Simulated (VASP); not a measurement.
Here is the system:

```
CELL_PARAMETERS angstrom
      1.96213    -3.43002     0.00000
      1.96213     3.43002     0.00000
      0.00000     0.00000     5.08870
ATOMIC_POSITIONS crystal
  Ni 0.00000 0.00000 0.50000
  Ni 0.00000 0.00000 0.00000
  Sb 0.33333 0.66667 0.25000
  Sb 0.68975 0.35642 0.75000
```

Method: PBE GGA, VASP's PBE PAW potentials (set 64) (plane waves; VASP). Numerical set-up: 400 eV cut-off, 8×8×6 Γ-centred mesh, Gaussian smearing of 0.50 eV, potentials Ni Sb.

### Question
Which forces act on the atoms, in eV/Å?

### Answer

```json
[
 {"atom": "Ni1", "Fx": "0.312", "Fy": "0.036", "Fz": "-0.038"},
 {"atom": "Ni2", "Fx": "0.312", "Fy": "0.036", "Fz": "0.038"},
 {"atom": "Sb3", "Fx": "0.071", "Fy": "0.058", "Fz": "0.000"},
 {"atom": "Sb4", "Fx": "-0.696", "Fy": "-0.130", "Fz": "0.000"}
]
```

### Question
Give the stress tensor in GPa (positive for a compressed cell).

### Answer

```
4.92  1.42  0.00
1.42  3.51  0.00
0.00  0.00  4.17
```
The pressure is its mean diagonal, 4.20 GPa.

The compound is NiSb in the NiAs type structure. The cell was not relaxed at this level, atoms are displaced from their ideal sites. The run is one of a series of settings (ISMEAR = 0, SIGMA = 0.5 against the base run), some of them coarse on purpose. The run is not spin-polarised, so no magnetic state was tried.
